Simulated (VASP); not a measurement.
The system is K3Be5.

```
CELL_PARAMETERS angstrom
-3.27206 3.27206 3.27206
3.27206 -3.27206 3.27206
3.27206 3.27206 -3.27206
ATOMIC_POSITIONS crystal
K 0.00000 0.50000 0.50000
K 0.50000 0.50000 0.00000
K 0.50000 0.00000 0.50000
Be 0.00000 0.00000 0.00000
Be 0.00000 0.00000 0.50000
Be 0.00000 0.50000 0.00000
Be 0.50000 0.00000 0.00000
Be 0.50000 0.50000 0.50000
```

The cell was built by a generator and needn't be a form met in nature.

The cell isn't the ideal one: species swapped into the Fe5Co3 type (Im-3m, No. 229).

- Program: VASP 6.6.1
- Task: relaxation of cell and atoms
- Functional: PBE
- Potentials or basis: VASP PAW PBE potentials, release 64 (K_sv, Be)
- Cutoff: 600 eV
- k mesh: 4 × 4 × 4
- Occupations: gaussian, width 0.1 eV
- Spin: no spin polarisation

At the start: pressure 9.9 GPa; volume 17.52 Å³/atom.

Problem. How do energy, volume and symmetry change on relaxing?

Solution. Over 4 steps the energy falls by 161.4 meV/atom and the volume is 23.99 Å³/atom (+36.9 %); space group Im-3m (No. 229, to 0.05 Å).

Step by step:
| step | energy change (eV) | largest force (eV/Å) | pressure (GPa) | volume (Å³) |
| --- | --- | --- | --- | --- |
| 1 | 0.0000 | 0.0000 | 9.86 | 140.13 |
| 2 | -0.9601 | 0.0000 | 4.10 | 163.15 |
| 3 | -1.2807 | 0.0000 | 0.59 | 186.94 |
| 4 | -1.2915 | 0.0000 | 0.12 | 191.90 |

Final structure:
```
K Be
1.0
    -3.63363    3.63363    3.63363
     3.63363   -3.63363    3.63363
     3.63363    3.63363   -3.63363
K Be
3 5
Cartesian
  3.6336 0.0000 0.0000
  0.0000 0.0000 3.6336
  3.6336 0.0000 3.6336
  3.6336 3.6336 -3.6336
  1.8168 1.8168 -1.8168
  1.8168 5.4505 1.8168
  1.8168 5.4505 -1.8168
  1.8168 1.8168 1.8168
```

Caveat: the volume moved by over 15 % at a fixed basis, so the end points are rough.
